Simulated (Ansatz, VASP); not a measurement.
# HfSiO4 (amorphous 50HfO2-50SiO2 (mol %)): VASP beside Ansatz

Aim: how closely do two programs agree when they are given the same cell, functional and k mesh? The structure shown is the start of the Ansatz relaxation below; VASP solves that cell, so the two are compared at the walk's first step.

Calculated with Ansatz 0.2.0; plane waves, with VASP 6.6.1 beside it; single point at PBE.

### Step 1. The starting structure

The cell holds 84 atoms: 14 Hf, 14 Si and 56 O. Its edges and angles: a = 10.658 Å, b = 10.658 Å, c = 10.658 Å, α = 90.0°, β = 90.0°, γ = 90.0°. As first built, before any earlier steps moved the atoms (in the runner's words): 84 atoms (14 Zr, 14 Si, 56 O) placed at random at 3.52 g/cm^3, melted at 5000 K for 10 ps at fixed volume with the Morse and Coulomb pair potential with partial charges (Pedone, Malavasi, Menziani, Cormack and Segre, J. Phys. Chem. B 110, 11780 (2006)). Quenched from 5000 K to 300 K at 50 K/ps and fixed volume, held 5 ps, then minimised at fixed cell. Then Zr was replaced by Hf (the potential has no terms for the new elements, so the cell is a start for a DFT relaxation).

### Step 2. Ansatz: relaxation, PBE

Ansatz runs on its default PAW (the set named soft_2) files.

The two programs are compared at the cell with which this relaxation starts, whose forces are those of its first step.

The input, input.yaml:

```yaml
crystal:
  lattice:
    - [10.6577, 0.0, 0.0]
    - [0.0, 10.6577, 0.0]
    - [0.0, 0.0, 10.6577]
  atoms:
    - { symbol: Hf, position: [0.46495, 0.66098, 0.80256] }
    - { symbol: Hf, position: [0.40438, 0.17235, 0.0261] }
    - { symbol: Hf, position: [0.01807, 0.88609, 0.72283] }
    - { symbol: Hf, position: [0.6217, 0.39775, 0.03445] }
    - { symbol: Hf, position: [0.83268, 0.30514, 0.42291] }
    - { symbol: Hf, position: [0.40929, 0.53744, 0.52792] }
    - { symbol: Hf, position: [0.81689, 0.82893, 0.43024] }
    - { symbol: Hf, position: [0.13285, 0.53076, 0.2835] }
    - { symbol: Hf, position: [0.18398, 0.19035, 0.80286] }
    - { symbol: Hf, position: [0.99856, 0.43569, 0.00789] }
    - { symbol: Hf, position: [0.86906, 0.21162, 0.77086] }
    - { symbol: Hf, position: [0.31042, 0.47257, 0.00548] }
    - { symbol: Hf, position: [0.6599, 0.76074, 0.10595] }
    - { symbol: Hf, position: [0.05503, 0.09708, 0.52558] }
    - { symbol: Si, position: [0.72201, 0.08842, 0.03671] }
    - { symbol: Si, position: [0.70423, 0.47746, 0.69266] }
    - { symbol: Si, position: [0.15506, 0.58315, 0.74642] }
    - { symbol: Si, position: [0.77683, 0.71462, 0.85994] }
    - { symbol: Si, position: [0.44305, 0.99754, 0.74914] }
    - { symbol: Si, position: [0.27007, 0.29695, 0.49854] }
    - { symbol: Si, position: [0.59362, 0.06365, 0.49974] }
    - { symbol: Si, position: [0.65587, 0.5577, 0.2955] }
    - { symbol: Si, position: [0.14332, 0.96878, 0.03016] }
    - { symbol: Si, position: [0.2253, 0.80905, 0.45162] }
    - { symbol: Si, position: [0.94403, 0.53814, 0.53739] }
    - { symbol: Si, position: [0.34095, 0.05788, 0.33734] }
    - { symbol: Si, position: [0.32946, 0.743, 0.09572] }
    - { symbol: Si, position: [0.93779, 0.05949, 0.22788] }
    - { symbol: O, position: [0.3336, 0.71695, 0.50259] }
    - { symbol: O, position: [0.98448, 0.4532, 0.41687] }
    - { symbol: O, position: [0.04917, 0.5236, 0.64641] }
    - { symbol: O, position: [0.91685, 0.23412, 0.58336] }
    - { symbol: O, position: [0.40049, 0.34105, 0.54865] }
    - { symbol: O, position: [0.84789, 0.80733, 0.77404] }
    - { symbol: O, position: [0.81891, 0.71158, 0.00049] }
    - { symbol: O, position: [0.36063, 0.0992, 0.19916] }
    - { symbol: O, position: [0.53831, 0.55252, 0.38513] }
    - { symbol: O, position: [0.13871, 0.5201, 0.88695] }
    - { symbol: O, position: [0.28076, 0.9209, 0.36002] }
    - { symbol: O, position: [0.68199, 0.95102, 0.07668] }
    - { symbol: O, position: [0.05701, 0.0292, 0.14162] }
    - { symbol: O, position: [0.80253, 0.46549, 0.56931] }
    - { symbol: O, position: [0.30594, 0.56336, 0.70575] }
    - { symbol: O, position: [0.56811, 0.5506, 0.65964] }
    - { symbol: O, position: [0.71884, 0.70328, 0.30127] }
    - { symbol: O, position: [0.73377, 0.43086, 0.31374] }
    - { symbol: O, position: [0.50317, 0.49424, 0.90951] }
    - { symbol: O, position: [0.96444, 0.15729, 0.35182] }
    - { symbol: O, position: [0.13708, 0.70438, 0.38277] }
    - { symbol: O, position: [0.6607, 0.93416, 0.46309] }
    - { symbol: O, position: [0.06603, 0.92012, 0.91318] }
    - { symbol: O, position: [0.89444, 0.93361, 0.29025] }
    - { symbol: O, position: [0.91692, 0.95112, 0.55418] }
    - { symbol: O, position: [0.22232, 0.08929, 0.97287] }
    - { symbol: O, position: [0.23542, 0.85757, 0.08004] }
    - { symbol: O, position: [0.17601, 0.25982, 0.61194] }
    - { symbol: O, position: [0.62658, 0.56171, 0.14322] }
    - { symbol: O, position: [0.89848, 0.67477, 0.51236] }
    - { symbol: O, position: [0.77278, 0.57896, 0.78415] }
    - { symbol: O, position: [0.27528, 0.61416, 0.16527] }
    - { symbol: O, position: [0.23917, 0.16483, 0.41636] }
    - { symbol: O, position: [0.82969, 0.12568, 0.14651] }
    - { symbol: O, position: [0.03238, 0.08463, 0.72744] }
    - { symbol: O, position: [0.12007, 0.72361, 0.73931] }
    - { symbol: O, position: [0.46523, 0.07466, 0.41715] }
    - { symbol: O, position: [0.43848, 0.35751, 0.10164] }
    - { symbol: O, position: [0.34269, 0.66908, 0.95616] }
    - { symbol: O, position: [0.98753, 0.55153, 0.1607] }
    - { symbol: O, position: [0.78956, 0.10176, 0.90413] }
    - { symbol: O, position: [0.81094, 0.39263, 0.00245] }
    - { symbol: O, position: [0.24533, 0.43498, 0.42146] }
    - { symbol: O, position: [0.02034, 0.29034, 0.87028] }
    - { symbol: O, position: [0.46934, 0.05092, 0.88824] }
    - { symbol: O, position: [0.54565, 0.04962, 0.6455] }
    - { symbol: O, position: [0.43734, 0.84565, 0.74645] }
    - { symbol: O, position: [0.68791, 0.17946, 0.46557] }
    - { symbol: O, position: [0.62458, 0.73209, 0.89465] }
    - { symbol: O, position: [0.30764, 0.06339, 0.71821] }
    - { symbol: O, position: [0.16138, 0.39797, 0.11694] }
    - { symbol: O, position: [0.7209, 0.3419, 0.75159] }
    - { symbol: O, position: [0.31037, 0.30349, 0.8986] }
    - { symbol: O, position: [0.1463, 0.90838, 0.54804] }
    - { symbol: O, position: [0.61144, 0.19851, 0.04335] }
    - { symbol: O, position: [0.46732, 0.77546, 0.13639] }
kpoints:
  mp_grid: { grid: [1, 1, 1] }
hamiltonian:
  xc: pbe
scf:
  occupations: { method: fermi_dirac, width: 0.025 }
output:
  forces: true
relax:
  f_tol: 0.04
  max_steps: 250
  cell: {}
```

Command:

```sh
$ ansatz run input.yaml --threads 4 --pin off --max-ram 8192MiB --backend cpu --events-out ev --progress --plain --runs-dir out
```

Numbers of over 12 decimals in the logs are rounded to 6 here.

The log of the run:

```text
Engine: ansatz 0.2.0, aarch64-unknown-linux-gnu
Pseudopotentials: kind: paw
Pseudopotential: Hf, paw, valence charge 26, recommended cutoff 420 eV (normal), Hf.paw.azcp
Pseudopotential: Si, paw, valence charge 4, recommended cutoff 420 eV (normal), Si.paw.azcp
Pseudopotential: O, paw, valence charge 6, recommended cutoff 420 eV (normal), O.paw.azcp
Functional definition: PBE
  parameter kappa = 0.804
  parameter beta = 0.066725
  exchange = pbe_x(kappa = kappa, mu = beta*pi^2/3)
  correlation = pbe_c(beta = beta)
Crystal: 84 atoms, lattice volume = 1210.572 Å³
Basis set: ecut = 420 eV, 23703 PW (Γ), exchange–correlation on 144×144×144 points (8 copies of the dense FFT grid, shifted against one another)
Bands: 462, of which v1, the nominal top of the filled ones, is band 378 counted from 1 (377 counted from 0)
Symmetry: 1 space group operations
Space group: P1 (ITA 1), of the structure as read, at distance tolerance 1.1e-4 Å
k-points: 1
Non-local potential: Hf, projectors of the file, l = 0: 3, l = 1: 2, l = 2: 2, l = 3: 3
Non-local potential: Si, projectors of the file, l = 0: 2, l = 1: 2, l = 2: 2
Non-local potential: O, projectors of the file, l = 0: 2, l = 1: 2, l = 2: 1
PAW form: soft (Blöchl's): semilocal exchange-correlation on the pseudo side does not see the compensation charge
PAW one-centre angular grid: Hf, 590 points (default); XC on 64 Gauss nodes
PAW one-centre angular grid: Si, 110 points (default); XC on 64 Gauss nodes
PAW one-centre angular grid: O, 110 points (default); XC on 64 Gauss nodes
Initial density: superposition of atomic densities (neutral atoms: chi_scale 0, normalization atom), corrected by the library's trained network
Initial wavefunctions: pseudopotential atomic-orbital guess
Functional: x = pbe(κ = 0.804, μ = 0.219515), c = pbe(β = 0.066725)
SCF iter   1: F=—  HF=-260883.873392 eV  |F-HF|=—  |Δ(HF+E_count)|=         —  Δρ=3.75e-3  dr2=1.67e-1  ethr=1.77e-3  ⟨swp⟩=6.0  Hψ=1737  notcnv=0  defer=62
preconditioner: auto → Resta (q_TF=auto, 2.522 Å⁻¹)  ε∞=4.0  [insulator: Δε(μ)=3.059 eV  Ē_g=16.681 eV  σ=0.025 eV  W_gap=1.00  n_scr=340 (ndim 8)  ℏωp=28.8 eV  f_vac=0.200  D(μ)=0.00/eV (n_scr^D=0)  ε∞_Penn≈4.0]
SCF iter   2: F=—  HF=-260883.854546 eV  |F-HF|=—  |Δ(HF+E_count)|=   1.88e-2  Δρ=1.88e-3  dr2=3.38e-2  ethr=2.21e-5  ⟨swp⟩=2.0  Hψ=809  notcnv=0  defer=80
SCF iter   3: F=—  HF=-260883.855675 eV  |F-HF|=—  |Δ(HF+E_count)|=   1.13e-3  Δρ=8.50e-4  dr2=1.09e-2  ethr=4.47e-6  ⟨swp⟩=2.0  Hψ=660  notcnv=0  defer=80
SCF iter   4: F=—  HF=-260883.856690 eV  |F-HF|=—  |Δ(HF+E_count)|=   1.02e-3  Δρ=2.61e-4  dr2=1.09e-3  ethr=1.44e-6  ⟨swp⟩=2.0  Hψ=660  notcnv=0  defer=80
SCF iter   5: F=—  HF=-260883.856812 eV  |F-HF|=—  |Δ(HF+E_count)|=   1.22e-4  Δρ=1.60e-4  dr2=3.35e-4  ethr=1.44e-7  ⟨swp⟩=2.0  Hψ=755  notcnv=0  defer=80
SCF iter   6: F=—  HF=-260883.856881 eV  |F-HF|=—  |Δ(HF+E_count)|=   6.90e-5  Δρ=5.57e-5  dr2=4.57e-5  ethr=4.43e-8  ⟨swp⟩=2.0  Hψ=755  notcnv=0  defer=80
SCF iter   7: F=—  HF=-260883.859092 eV  |F-HF|=—  |Δ(HF+E_count)|=   2.21e-3  Δρ=3.37e-5  dr2=1.47e-5  ethr=6.05e-9  ⟨swp⟩=2.0  Hψ=838  notcnv=0  defer=80
SCF iter   8: F=—  HF=-260883.859096 eV  |F-HF|=—  |Δ(HF+E_count)|=   4.46e-6  Δρ=1.32e-5  dr2=2.46e-6  ethr=1.95e-9  ⟨swp⟩=2.0  Hψ=662  notcnv=0  defer=80
SCF iter   9: F=—  HF=-260883.859098 eV  |F-HF|=—  |Δ(HF+E_count)|=   1.46e-6  Δρ=6.74e-6  dr2=5.96e-7  ethr=3.26e-10  ⟨swp⟩=2.0  Hψ=760  notcnv=0  defer=80
SCF iter  10: F=—  HF=-260883.859098 eV  |F-HF|=—  |Δ(HF+E_count)|=   1.50e-7  Δρ=2.69e-6  dr2=1.00e-7  ethr=7.88e-11  ⟨swp⟩=2.0  Hψ=699  notcnv=0  defer=80
SCF iter  11: F=-260883.859098 eV  HF=-260883.859098 eV  |F-HF|=3.20e-10  |Δ(HF+E_count)|=   7.23e-8  Δρ=1.58e-6  dr2=3.22e-8  ethr=1.32e-11  ⟨swp⟩=4.0  Hψ=1222  notcnv=0
SCF 1 converged in 11 iterations: F = -260883.859098 eV  dr2 = 3.22e-8
  greatest PAW one-centre occupation: 0.999 electrons in one spin orbital (limit 2), on the Hf atom at site 8 (counted from 0), in its partial waves of l = 0
relax step   1: F+E_penalty+E_count = -260883.85909792 eV  Δ(F+E_penalty+E_count) = +0.000e0 eV  max|allowed force component| = 3.272e0 eV/Å  Δτ_max = 0.0000 Å  P = -4.356 GPa  Ω = 1210.572 Å³  (11 SCF iters, dr2 threshold 1.00e-7 eV, accepted)
Crystal: 84 atoms, lattice volume = 1134.578 Å³
Basis set: ecut = 420 eV, 22195 PW (Γ), exchange–correlation on 144×144×144 points (8 copies of the dense FFT grid, shifted against one another)
Initial density: handed on by an earlier stage of this run
Initial wavefunctions: those handed on with the density
iter 1 solved again at ethr=7.82e-4 eV; its pass at ethr=3.10e-3 eV (dr2=5.91e0 eV) is discarded
SCF iter   1: F=—  HF=-260889.233166 eV  |F-HF|=—  |Δ(HF+E_count)|=         —  Δρ=2.23e-2  dr2=5.94e0  ethr=7.82e-4  ⟨swp⟩=6.0  Hψ=2009  notcnv=0
[...]
atom  62  O     -0.00034123     0.00184016    -0.00132963
  atom  63  O      0.00097719    -0.00562033    -0.00473072
  atom  64  O     -0.00537977     0.00607223     0.00061081
  atom  65  O      0.00034959    -0.00351762     0.00524186
  atom  66  O     -0.00077557     0.00467076    -0.00055376
  atom  67  O      0.00261504     0.00022812    -0.00349692
  atom  68  O      0.01125289     0.00391597     0.00174225
  atom  69  O      0.00504138     0.00651733    -0.00356324
  atom  70  O      0.00457523     0.00302477     0.00196488
  atom  71  O     -0.00202809    -0.00369039     0.00101974
  atom  72  O     -0.00199681    -0.00651260    -0.00373152
  atom  73  O     -0.00516450     0.00019329    -0.01017611
  atom  74  O      0.00043064    -0.00059850     0.00301022
  atom  75  O      0.00462317     0.00483638     0.00579646
  atom  76  O     -0.00392790    -0.00288447    -0.00011716
  atom  77  O      0.01332798     0.00129545    -0.00211191
  atom  78  O      0.00610958    -0.00739764     0.00314982
  atom  79  O     -0.00134957    -0.00046756    -0.00594067
  atom  80  O      0.00265538    -0.00429478    -0.00068313
  atom  81  O      0.00071793    -0.00599090     0.00683207
  atom  82  O     -0.00243624     0.00383485    -0.00154059
  atom  83  O      0.01177633    -0.01097267    -0.00499322
  atom  84  O      0.01389633     0.00489288     0.00016011
  max |Σ_I F_I| component: 1.01e-5 eV/Å
--- Stress (GPa, compression-positive) ---
       -0.021475      -0.002458       0.004772
       -0.002458      -0.047284      -0.000612
        0.004773      -0.000612      -0.008645
  P = ⅓ Tr σ = -0.0258 GPa (-0.258 kbar)
--- Relaxed structure (13 steps of the walk, 12 accepted, 2 SCFs on fresh bases) ---
  F+E_penalty+E_count = -260889.17029639 eV   max|allowed force component| = 2.015e-2 eV/Å   (the final SCF, on the basis selected at the relaxed cell)
  cell:  # Å, volume = 1139.7314 Å³
    - [10.451070, 0.212180, 0.083647]
    - [0.212180, 10.296597, -0.139661]
    - [0.083647, -0.139661, 10.598314]
  atoms:
    - { symbol: Hf, position: [0.458829, 0.663498, 0.802235] }
    - { symbol: Hf, position: [0.407324, 0.167616, 0.024837] }
    - { symbol: Hf, position: [-0.016288, 0.896934, 0.760511] }
    - { symbol: Hf, position: [0.621247, 0.396276, 0.0092404] }
    - { symbol: Hf, position: [0.821311, 0.288432, 0.435577] }
    - { symbol: Hf, position: [0.405611, 0.529034, 0.510397] }
    - { symbol: Hf, position: [0.836127, 0.834971, 0.436523] }
    - { symbol: Hf, position: [0.117122, 0.538736, 0.279806] }
    - { symbol: Hf, position: [0.194343, 0.200269, 0.796582] }
    - { symbol: Hf, position: [0.977205, 0.484638, 0.00952077] }
    - { symbol: Hf, position: [0.872204, 0.243762, 0.801223] }
    - { symbol: Hf, position: [0.306464, 0.474037, 0.00755292] }
    - { symbol: Hf, position: [0.666224, 0.758319, 0.111560] }
    - { symbol: Hf, position: [0.053251, 0.093308, 0.538624] }
    - { symbol: Si, position: [0.739834, 0.085862, 0.037445] }
    - { symbol: Si, position: [0.694561, 0.474970, 0.688981] }
    - { symbol: Si, position: [0.144974, 0.599566, 0.745905] }
    - { symbol: Si, position: [0.769155, 0.702882, 0.863308] }
    - { symbol: Si, position: [0.452889, 1.000053, 0.750229] }
    - { symbol: Si, position: [0.268471, 0.294356, 0.488336] }
    - { symbol: Si, position: [0.595505, 0.051351, 0.504526] }
    - { symbol: Si, position: [0.664227, 0.546537, 0.290693] }
    - { symbol: Si, position: [0.141292, 0.979061, 0.034128] }
    - { symbol: Si, position: [0.220785, 0.809980, 0.430468] }
    - { symbol: Si, position: [0.940419, 0.531619, 0.543734] }
    - { symbol: Si, position: [0.346624, 0.048838, 0.331058] }
    - { symbol: Si, position: [0.337039, 0.745522, 0.102528] }
    - { symbol: Si, position: [0.941128, 0.057582, 0.235718] }
    - { symbol: O, position: [0.322726, 0.704590, 0.488887] }
    - { symbol: O, position: [0.989215, 0.448277, 0.418643] }
    - { symbol: O, position: [0.045826, 0.517320, 0.656113] }
    - { symbol: O, position: [0.902659, 0.232144, 0.603651] }
    - { symbol: O, position: [0.404692, 0.331736, 0.545914] }
    - { symbol: O, position: [0.815535, 0.825705, 0.789260] }
    - { symbol: O, position: [0.842718, 0.667029, -0.00669089] }
    - { symbol: O, position: [0.379658, 0.091619, 0.189647] }
    - { symbol: O, position: [0.535800, 0.543853, 0.378492] }
    - { symbol: O, position: [0.125580, 0.554151, 0.893387] }
    - { symbol: O, position: [0.294718, 0.901409, 0.327267] }
    - { symbol: O, position: [0.702074, 0.939741, 0.073466] }
    - { symbol: O, position: [0.076884, 0.049641, 0.161499] }
    - { symbol: O, position: [0.795308, 0.456620, 0.564802] }
    - { symbol: O, position: [0.300001, 0.572130, 0.709932] }
    - { symbol: O, position: [0.558395, 0.549837, 0.650737] }
    - { symbol: O, position: [0.724690, 0.695403, 0.293202] }
    - { symbol: O, position: [0.747199, 0.413525, 0.311994] }
    - { symbol: O, position: [0.504597, 0.488013, 0.897122] }
    - { symbol: O, position: [0.960288, 0.151296, 0.365875] }
    - { symbol: O, position: [0.112905, 0.718709, 0.363393] }
    - { symbol: O, position: [0.667074, 0.911751, 0.468167] }
    - { symbol: O, position: [0.037548, 0.921682, 0.939757] }
    - { symbol: O, position: [0.899505, 0.917491, 0.281926] }
[...]
- { symbol: O, position: [0.619189, 0.722918, 0.914433] }
    - { symbol: O, position: [0.315567, 0.068555, 0.714241] }
    - { symbol: O, position: [0.149599, 0.418211, 0.105560] }
    - { symbol: O, position: [0.695785, 0.338545, 0.760301] }
    - { symbol: O, position: [0.315036, 0.305744, 0.896748] }
    - { symbol: O, position: [0.158497, 0.926257, 0.523446] }
    - { symbol: O, position: [0.617883, 0.195160, 0.041164] }
    - { symbol: O, position: [0.480344, 0.782577, 0.142595] }
```

(Continued in part 2 of 2.)

[Lines on the potential files, build, host, timing and source positions are cut from VASP's logs without a mark.]

[Logs are printed without paths, hosts, clocks, repeated set-up lines and the standing remarks that a program may print on its own settings, such as how far it seeks lower states.]

[Hosts, paths, dates, database ids (printed as entryN), source tags and the programs' standing remarks are cut or masked in the printed files.]
